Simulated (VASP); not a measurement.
VASP ran on this input.

File KPOINTS:
```
K-points
0
Gamma
8 8 8
```

POSCAR:
```
RbCl
1
    0.0000000000     2.9417243432     2.9417243432
    2.9417243432    -0.0000000000     2.9417243432
    2.9417243432     2.9417243432     0.0000000000
Rb Cl
1 1
Direct
  0.0000000000   0.0000000000   0.0000000000
  0.5000000000   0.5000000000   0.5000000000
```

**INCAR**
```
# general
SYSTEM   =  RbCl
PREC     =  Accurate
ENCUT    =  500   # plane-wave cut-off (eV)
LREAL    =  .FALSE.
LASPH    =  .TRUE.   # aspherical one-centre terms

# electronic loop
EDIFF    =  1E-6
NELM     =  100   # most electronic steps
ALGO     =  Normal
LMAXMIX  =  4   # l cut-off of mixed one-centre charges

# smearing
ISMEAR   =  0
SIGMA    =  0.05

# ions
IBRION   =  2   # conjugate gradients
NSW      =  40   # most ionic steps
ISIF     =  3   # ions, shape and volume
EDIFFG   =  -0.02   # ionic stop
PSTRESS  =  100   # kbar

# output
LWAVE    =  .FALSE.
LCHARG   =  .FALSE.
```

POTCAR, in this order: Rb_sv Cl (LDA.64 set). Program: vasp_std.

Problem. Write an equivalent input for Quantum ESPRESSO's pw.x.

Solution. One equivalent input (not run):
```
&CONTROL
  calculation = 'vc-relax'
  pseudo_dir = './pseudo'
  outdir = './out'
  tprnfor = .true.
  tstress = .true.
  nstep = 40
  forc_conv_thr = 0.00078
/
&SYSTEM
  ibrav = 0
  nat = 2
  ntyp = 2
  ecutwfc = 56
  occupations = 'smearing'
  smearing = 'gaussian'
  degauss = 0.003675
  input_dft = 'pz'
/
&ELECTRONS
  conv_thr = 7.3e-08
  electron_maxstep = 100
/
&IONS
/
&CELL
  press = 100
/
ATOMIC_SPECIES
  Rb 85.468 Rb.upf
  Cl 35.450 Cl.upf
CELL_PARAMETERS angstrom
     0.0000000    2.9417243    2.9417243
     2.9417243   -0.0000000    2.9417243
     2.9417243    2.9417243    0.0000000
ATOMIC_POSITIONS crystal
  Rb   0.0000000  0.0000000  0.0000000
  Cl   0.5000000  0.5000000  0.5000000
K_POINTS automatic
  8 8 8 0 0 0
```
The two are equivalent in intent, not identical: the potentials are each code's own (VASP's PAW set, PseudoDojo norm-conserving files in pw.x), so ENCUT and ecutwfc are chosen apart and not converted; conv_thr bounds pw.x's estimated SCF error, while EDIFF bounds the energy change between steps; forc_conv_thr acts on force components and is met together with etot_conv_thr.

The compound is RbCl in the rock salt structure. It was relaxed first under an external pressure of 10 GPa.
